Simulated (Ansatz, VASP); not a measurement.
# Cross-check of MoS2 between VASP and Ansatz, part 2 of 3

Wanted: the spread between two codes on one cell, functional and k mesh. Of the first pair: The structure shown is the end of the Ansatz relaxation below.

VASP 6.6.1 and Ansatz 0.2.0.

So far: Set-up; Ansatz: relaxation, PBEsol with D3(BJ).

## Step 3: VASP: single point, PBEsol with D3(BJ), relaxed cell, pair 1

Level of this step: PBEsol with D3(BJ), no spin polarisation; plane waves and PAW (Mo_sv, S) (VASP).

The same cell, functional and mesh now go to VASP, with its own data sets.

Lines of VASP's logs that name or quote its potential files are left out, and so is its time.

File INCAR:

```
SYSTEM = MoS2
PREC = Accurate
ENCUT = 400
EDIFF = 1E-06
NELM = 120
ISMEAR = 0
SIGMA = 0.01
LREAL = .FALSE.
ALGO = Normal
GGA = PS
IVDW = 12
NBANDS = 96
LASPH = .TRUE.
LORBIT = 11
LWAVE = .FALSE.
LCHARG = .FALSE.
ISIF = 2
LDIPOL = .TRUE.
IDIPOL = 3
DIPOL = 0.5 0.5 0.272
LVHAR = .TRUE.
GGA_COMPAT = .FALSE.
EFERMI = MIDGAP
NELMDL = -8
KPAR = 4
```

File POSCAR:

```
MoS2
1.0
    3.1103465226      0.0000000000      0.0000000000
   -1.5551732613      2.6936391031      0.0000000000
    0.0000000000      0.0000000000     91.5799553200
Mo S
6 12
Direct
    0.3333333333      0.6666666667      0.1124985366
    0.6666666667      0.3333333333      0.1764973299
    0.3333333333      0.6666666667      0.2404249888
    0.6666666667      0.3333333333      0.3043448773
    0.3333333333      0.6666666667      0.3682725362
    0.6666666667      0.3333333333      0.4322713296
    0.6666666667      0.3333333333      0.0954093455
    0.6666666667      0.3333333333      0.1295833020
    0.3333333333      0.6666666667      0.1594305425
    0.3333333333      0.6666666667      0.1935636069
    0.6666666667      0.3333333333      0.2233594065
    0.6666666667      0.3333333333      0.2574905059
    0.3333333333      0.6666666667      0.2872793602
    0.3333333333      0.6666666667      0.3214104597
    0.6666666667      0.3333333333      0.3512062592
    0.6666666667      0.3333333333      0.3853393237
    0.3333333333      0.6666666667      0.4151865641
    0.3333333333      0.6666666667      0.4493605206
```

File KPOINTS:

```
Automatic mesh
0
Gamma
9 9 1
0 0 0
```

Potentials, in the order of the species: Mo_sv and S (PBE family, release 64).

On the command line:

```
$ mpirun -np 4 vasp_std
```

Numbers of over 12 decimals in the logs are rounded to 6 here.

The log of the run:

```text
[banner, memory and clock lines left out]
running    4 mpi-ranks, on    1 nodes
 distrk:  each k-point on    1 cores,    4 groups
 distr:  one band on    1 cores,    1 groups

 POSCAR found type information on POSCAR MoS
 POSCAR found :  2 types and      18 ions
|                                                                             |
|               ----> ADVICE to this user running VASP <----                  |
|                                                                             |
|     You have a (more or less) 'large supercell' and for larger cells it     |
|     might be more efficient to use real-space projection operators.         |
|     Therefore, try LREAL= Auto in the INCAR file.                           |
|     Mind: For very accurate calculation, you might also keep the            |
|     reciprocal projection scheme (i.e. LREAL=.FALSE.).                      |
|                                                                             |

|                                                                             |
|               ----> ADVICE to this user running VASP <----                  |
|                                                                             |
|     You enforced a specific xc type in the INCAR file but a different       |
|     [... a line on the potential file left out ...]
|     I HOPE YOU KNOW WHAT YOU ARE DOING!                                     |
|                                                                             |

 LDA part: xc-table for (Slater+PW92), standard interpolation
|                                                                             |
|           W    W    AA    RRRRR   N    N  II  N    N   GGGG   !!!           |
|           W    W   A  A   R    R  NN   N  II  NN   N  G    G  !!!           |
|           W    W  A    A  R    R  N N  N  II  N N  N  G       !!!           |
|           W WW W  AAAAAA  RRRRR   N  N N  II  N  N N  G  GGG   !            |
|           WW  WW  A    A  R   R   N   NN  II  N   NN  G    G                |
|           W    W  A    A  R    R  N    N  II  N    N   GGGG   !!!           |
|                                                                             |
|     One of the lattice vectors is very long (>50 A), but AMIN is rather     |
|     large. This can spoil convergence since charge sloshing might occur     |
|     along the long lattice vector. If problems with convergence are         |
|     observed, try to decrease AMIN to a smaller value (e.g. 0.01).          |
|     Note: This warning only applies if the self-consistency cycle is        |
|     used.                                                                   |
|                                                                             |

 POSCAR, INCAR and KPOINTS ok, starting setup
 FFT: planning ... GRIDC
 FFT: planning ... GRID_SOFT
 FFT: planning ... GRID
 WAVECAR not read
 entering main loop
       N       E                     dE             d eps       ncg     rms          rms(c)
DAV:   1     0.123538252760E+04    0.12354E+04   -0.73905E+04  2928   0.112E+03
DAV:   2    -0.418607571971E+02   -0.12772E+04   -0.12409E+04  2880   0.310E+02
DAV:   3    -0.144304630194E+03   -0.10244E+03   -0.10044E+03  2656   0.794E+01
DAV:   4    -0.148628807920E+03   -0.43242E+01   -0.42902E+01  3032   0.154E+01
DAV:   5    -0.148764946324E+03   -0.13614E+00   -0.13573E+00  3096   0.264E+00
DAV:   6    -0.148769514301E+03   -0.45680E-02   -0.45632E-02  3056   0.492E-01
DAV:   7    -0.148769727580E+03   -0.21328E-03   -0.21315E-03  3152   0.914E-02
DAV:   8    -0.148769734160E+03   -0.65796E-05   -0.65726E-05  2704   0.142E-02    0.661E+01
DAV:   9    -0.142401912399E+03    0.63678E+01   -0.47395E+01  2512   0.231E+01    0.231E+01
DAV:  10    -0.141714505023E+03    0.68741E+00   -0.22177E+01  2472   0.153E+01    0.150E+01
DAV:  11    -0.140413118497E+03    0.13014E+01   -0.49736E+00  2616   0.767E+00    0.564E+00
DAV:  12    -0.140484686104E+03   -0.71568E-01   -0.65657E-01  2952   0.219E+00    0.312E+00
DAV:  13    -0.140422930106E+03    0.61756E-01   -0.23992E-01  2624   0.173E+00    0.768E-01
DAV:  14    -0.140423831964E+03   -0.90186E-03   -0.18222E-02  2936   0.416E-01    0.491E-01
[...]
DAV:  25    -0.140423536745E+03   -0.76557E-05   -0.13516E-07  1472   0.106E-03    0.169E-03
DAV:  26    -0.140423561018E+03   -0.24273E-04   -0.51358E-07  1632   0.118E-03    0.129E-03
DAV:  27    -0.140423570402E+03   -0.93838E-05   -0.10497E-07  1520   0.724E-04    0.182E-03
DAV:  28    -0.140423574355E+03   -0.39531E-05   -0.18914E-08  1408   0.445E-04    0.118E-03
DAV:  29    -0.140423579378E+03   -0.50227E-05   -0.55703E-08  1512   0.557E-04    0.531E-04
DAV:  30    -0.140423580948E+03   -0.15703E-05    0.16014E-09  1368   0.278E-04    0.221E-04
DAV:  31    -0.140423581992E+03   -0.10441E-05    0.11232E-08  1352   0.175E-04    0.165E-04
DAV:  32    -0.140423582690E+03   -0.69741E-06    0.13975E-08  1320   0.141E-04
   1 F= -.14717983E+03 E0= -.14717983E+03  d E =0.000000E+00
```

Parts of OUTCAR (step 3):

```text
ion  position               nearest neighbor table
   1  0.333  0.667  0.112-   8 2.38   8 2.38   8 2.38   7 2.38   7 2.38   7 2.38
   2  0.667  0.333  0.176-  10 2.38  10 2.38  10 2.38   9 2.38   9 2.38   9 2.38
   3  0.333  0.667  0.240-  12 2.38  12 2.38  12 2.38  11 2.38  11 2.38  11 2.38
   4  0.667  0.333  0.304-  13 2.38  13 2.38  13 2.38  14 2.38  14 2.38  14 2.38
   5  0.333  0.667  0.368-  15 2.38  15 2.38  15 2.38  16 2.38  16 2.38  16 2.38
   6  0.667  0.333  0.432-  17 2.38  17 2.38  17 2.38  18 2.38  18 2.38  18 2.38
   7  0.667  0.333  0.095-   1 2.38   1 2.38   1 2.38
   8  0.667  0.333  0.130-   1 2.38   1 2.38   1 2.38
   9  0.333  0.667  0.159-   2 2.38   2 2.38   2 2.38
  10  0.333  0.667  0.194-   2 2.38   2 2.38   2 2.38
  11  0.667  0.333  0.223-   3 2.38   3 2.38   3 2.38
  12  0.667  0.333  0.257-   3 2.38   3 2.38   3 2.38
  13  0.333  0.667  0.287-   4 2.38   4 2.38   4 2.38
  14  0.333  0.667  0.321-   4 2.38   4 2.38   4 2.38
  15  0.667  0.333  0.351-   5 2.38   5 2.38   5 2.38
  16  0.667  0.333  0.385-   5 2.38   5 2.38   5 2.38
  17  0.333  0.667  0.415-   6 2.38   6 2.38   6 2.38
  18  0.333  0.667  0.449-   6 2.38   6 2.38   6 2.38

  LATTYP: Found a hexagonal cell.
 ALAT       =     3.1103465226
 C/A-ratio  =    29.4436502990

 Subroutine GETGRP returns: Found 12 space group operations
 (whereof  6 operations were pure point group operations)

The static configuration has the point symmetry C_3v.
 The point group associated with its full space group is D_3d.

 Found     12 irreducible k-points:

   k-points           NKPTS =     12   k-points in BZ     NKDIM =     12   number of bands    NBANDS=     96

   dimension x,y,z NGX =    20 NGY =   20 NGZ =  600
   dimension x,y,z NGXF=    40 NGYF=   40 NGZF= 1200

   ENCUT  =  400.0 eV  29.40 Ry    5.42 a.u.   5.07  5.07149.34*2*pi/ulx,y,z

   NELECT =     156.0000    total number of electrons

 k-points in reciprocal lattice and weights: Automatic mesh
   0.00000000  0.00000000  0.00000000       0.012
   0.11111111  0.00000000  0.00000000       0.074
   0.22222222  0.00000000  0.00000000       0.074
   0.33333333  0.00000000  0.00000000       0.074
   0.44444444  0.00000000  0.00000000       0.074
   0.11111111  0.11111111  0.00000000       0.074
   0.22222222  0.11111111  0.00000000       0.148
   0.33333333  0.11111111  0.00000000       0.148
   0.44444444  0.11111111  0.00000000       0.074
   0.22222222  0.22222222  0.00000000       0.074
   0.33333333  0.22222222  0.00000000       0.148
   0.33333333  0.33333333  0.00000000       0.025

 dipolmoment           0.000000      0.000000     -0.000002 electrons x Angstroem

 average (electrostatic) potential at core
       1 -81.8069       2 -81.8095       3 -81.8097       4 -81.8097       5 -81.8095
       6 -81.8069       7 -91.8700       8 -91.9098       9 -91.9216      10 -91.9215
      11 -91.9219      12 -91.9220      13 -91.9220      14 -91.9220      15 -91.9216
      16 -91.9216      17 -91.9098      18 -91.8699

 E-fermi :   0.5844

 k-point     1 :       0.0000    0.0000    0.0000
  band No.  band energies     occupation
    ...
     74      -0.4932      2.00000
     75      -0.2178      2.00000
     76      -0.0068      2.00000
     77       0.1359      2.00000
     78       0.2179      2.00000
     79       2.2874      0.00000
     80       2.2874      0.00000
     81       2.2875      0.00000
     82       2.2875      0.00000
     83       2.2931      0.00000
    ...

 k-point     2 :       0.1111    0.0000    0.0000
  band No.  band energies     occupation
    ...
     74      -0.5835      2.00000
     75      -0.4405      2.00000
     76      -0.3393      2.00000
     77      -0.2803      2.00000
     78      -0.2517      2.00000
     79       2.1026      0.00000
     80       2.1094      0.00000
     81       2.1203      0.00000
     82       2.1252      0.00000
     83       2.1285      0.00000
    ...

 k-point     3 :       0.2222    0.0000    0.0000
  band No.  band energies     occupation
    ...
     74      -1.2580      2.00000
     75      -1.2518      2.00000
     76      -1.2321      2.00000
     77      -1.2237      2.00000
     78      -1.2145      2.00000
     79       1.3591      0.00000
     80       1.4561      0.00000
     81       1.6065      0.00000
     82       1.7605      0.00000
     83       1.7808      0.00000
    ...

 Edisp (eV)   -6.75625

  Total      -0.52600    -0.52600    -0.55306    -0.00000     0.00000     0.00000
  in kB      -1.09837    -1.09837    -1.15488    -0.00000     0.00000     0.00000
  external pressure =       -1.12 kB  Pullay stress =        0.00 kB

  energy-cutoff  :      400.00
  volume of cell :      767.27
      direct lattice vectors                 reciprocal lattice vectors
     3.110346523  0.000000000  0.000000000     0.321507585  0.185622491  0.000000000
    -1.555173261  2.693639103  0.000000000     0.000000000  0.371244982  0.000000000
     0.000000000  0.000000000 91.579955320     0.000000000  0.000000000  0.010919420

 POSITION                                       TOTAL-FORCE (eV/Angst)
 -----------------------------------------------------------------------------------
     -0.00000      1.79576     10.30261         0.000000     -0.000000     -0.001538
      1.55517      0.89788     16.16362         0.000000     -0.000000      0.000223
     -0.00000      1.79576     22.01811        -0.000000      0.000000      0.000304
      1.55517      0.89788     27.87189         0.000000     -0.000000     -0.000304
     -0.00000      1.79576     33.72638        -0.000000     -0.000000     -0.000223
      1.55517      0.89788     39.58739        -0.000000      0.000000      0.001538
      1.55517      0.89788      8.73758         0.000000     -0.000000     -0.001820
      1.55517      0.89788     11.86723        -0.000000      0.000000     -0.002129
     -0.00000      1.79576     14.60064        -0.000000     -0.000000      0.002453
     -0.00000      1.79576     17.72655         0.000000     -0.000000     -0.002642
      1.55517      0.89788     20.45524        -0.000000     -0.000000      0.002301
      1.55517      0.89788     23.58097        -0.000000     -0.000000     -0.002664
     -0.00000      1.79576     26.30903         0.000000      0.000000      0.002664
     -0.00000      1.79576     29.43476         0.000000     -0.000000     -0.002301
      1.55517      0.89788     32.16345        -0.000000     -0.000000      0.002642
      1.55517      0.89788     35.28936         0.000000     -0.000000     -0.002453
     -0.00000      1.79576     38.02277         0.000000     -0.000000      0.002129
     -0.00000      1.79576     41.15242        -0.000000     -0.000000      0.001820
 -----------------------------------------------------------------------------------
    total drift:                               -0.000000     -0.000000     -0.000009

  FREE ENERGIE OF THE ION-ELECTRON SYSTEM (eV)
  ---------------------------------------------------
  free  energy   TOTEN  =      -147.1798291339 eV

  energy  without entropy=     -147.1798291339  energy(sigma->0) =     -147.17982913

 vacuum level on the upper side and lower side of the slab         5.299         5.299

 total charge
# of ion       s       p       d       tot
------------------------------------------
    1        2.304   6.240   4.022  12.566
    2        2.305   6.240   4.027  12.572
    3        2.305   6.240   4.027  12.572
    4        2.305   6.240   4.027  12.572
    5        2.305   6.240   4.027  12.572
    6        2.304   6.240   4.022  12.566
    7        1.358   2.333   0.000   3.691
    8        1.361   2.329   0.000   3.690
    9        1.361   2.329   0.000   3.690
   10        1.361   2.329   0.000   3.690
   11        1.361   2.329   0.000   3.690
   12        1.361   2.329   0.000   3.690
   13        1.361   2.329   0.000   3.690
   14        1.361   2.329   0.000   3.690
   15        1.361   2.329   0.000   3.690
   16        1.361   2.329   0.000   3.690
   17        1.361   2.329   0.000   3.690
   18        1.358   2.333   0.000   3.691
--------------------------------------------------
tot         30.150  65.399  24.152 119.701

[... 3 further parts left out ...]
```

This run has no spin polarisation, so a moment on Mo, if there is one, isn't seen.

## Step 4: Comparison

Known differences besides the potentials themselves: fixed occupations in Ansatz, narrow Gaussian smearing in VASP; Ansatz cuts the interaction across the vacuum, VASP repeats the sheet with a dipole correction; the cutoff is 420 eV in Ansatz and 400 eV in VASP; Ansatz makes its cores anew for this functional, VASP keeps those of its PBE data sets. Total energies have different zeros and are not compared.

Compared:

| quantity | Ansatz | VASP | difference |
| --- | --- | --- | --- |
| gap on the k mesh (eV) | 0.714 | 0.733 | -0.019 |

At this near-relaxed geometry the largest component of a force difference is 3 meV/Å. A gap on the mesh is an upper bound, since the band edges may lie between its points. With vacuum in the cell, a pressure given here is an average over mostly empty space and none of the material.

## Step 5: Ansatz: relaxation, PBEsol with D3(BJ)

The two programs are compared at the cell with which this relaxation starts, whose forces are those of its first step.

The structure compared here is the start of the Ansatz relaxation; VASP solves that cell, so the two are compared at the walk's first step.

File input.yaml:

```yaml
crystal:
  lattice:
    - [3.16, 0.0, 0.0]
    - [-1.58, 2.73664, 0.0]
    - [0.0, 0.0, 49.89]
  atoms:
    - { symbol: Mo, position: [0.333333, 0.666667, 0.191822] }
    - { symbol: S, position: [0.666667, 0.333333, 0.160353] }
    - { symbol: S, position: [0.666667, 0.333333, 0.223291] }
    - { symbol: Mo, position: [0.666667, 0.333333, 0.315093] }
    - { symbol: S, position: [0.333333, 0.666667, 0.283624] }
    - { symbol: S, position: [0.333333, 0.666667, 0.346562] }
    - { symbol: Mo, position: [0.333333, 0.666667, 0.438364] }
    - { symbol: S, position: [0.666667, 0.333333, 0.406895] }
    - { symbol: S, position: [0.666667, 0.333333, 0.469834] }
    - { symbol: Mo, position: [0.666667, 0.333333, 0.561636] }
    - { symbol: S, position: [0.333333, 0.666667, 0.530166] }
    - { symbol: S, position: [0.333333, 0.666667, 0.593105] }
    - { symbol: Mo, position: [0.333333, 0.666667, 0.684907] }
    - { symbol: S, position: [0.666667, 0.333333, 0.653438] }
    - { symbol: S, position: [0.666667, 0.333333, 0.716376] }
    - { symbol: Mo, position: [0.666667, 0.333333, 0.808178] }
    - { symbol: S, position: [0.333333, 0.666667, 0.776709] }
    - { symbol: S, position: [0.333333, 0.666667, 0.839647] }
  periodic: [true, true, false]
kpoints:
  mp_grid: { grid: [9, 9, 1] }
hamiltonian:
  xc: pbesol
  dispersion: d3bj
  pseudopotentials: { kind: paw, azcp: { folder: soft_1 }, xc_functional: pbe }
scf:
  occupations: { method: gaussian, width: 0.02 }
output:
  forces: true
  stress: true
  eigenvalues: true
relax:
  adjacent_minimum: "off"
  f_tol: 0.004
  max_steps: 80
  cell: { stress_2d_tol: 0.01 }
```

On the command line:

```
$ ansatz run input.yaml --threads 8 --pin off --max-ram 20480MiB --backend cpu --events-out ev --progress --plain --runs-dir out
```

The log of the run:

```text
[...]
- { symbol: S, position: [0.333333, 0.666667, 0.287277] }
    - { symbol: S, position: [0.333333, 0.666667, 0.321408] }
    - { symbol: Mo, position: [0.333333, 0.666667, 0.368269] }
    - { symbol: S, position: [0.666667, 0.333333, 0.351203] }
    - { symbol: S, position: [0.666667, 0.333333, 0.385336] }
    - { symbol: Mo, position: [0.666667, 0.333333, 0.432269] }
    - { symbol: S, position: [0.333333, 0.666667, 0.415184] }
    - { symbol: S, position: [0.333333, 0.666667, 0.449358] }
[key lines of the parts left out:]
SCF converged after 10 iterations
Free energy (F): -40027.698892 eV
Fermi energy:    -4.737620 eV
P = ½ c Tr σ = -0.0062 N/m
```

(Continued in part 3 of 3.)

[Lines on the potential files, build, host, timing and source positions are cut from VASP's logs without a mark.]

[Logs are printed without paths, hosts, clocks, repeated set-up lines and the standing remarks that a program may print on its own settings, such as how far it seeks lower states.]

[Hosts, paths, dates, database ids (printed as entryN), source tags and the programs' standing remarks are cut or masked in the printed files.]
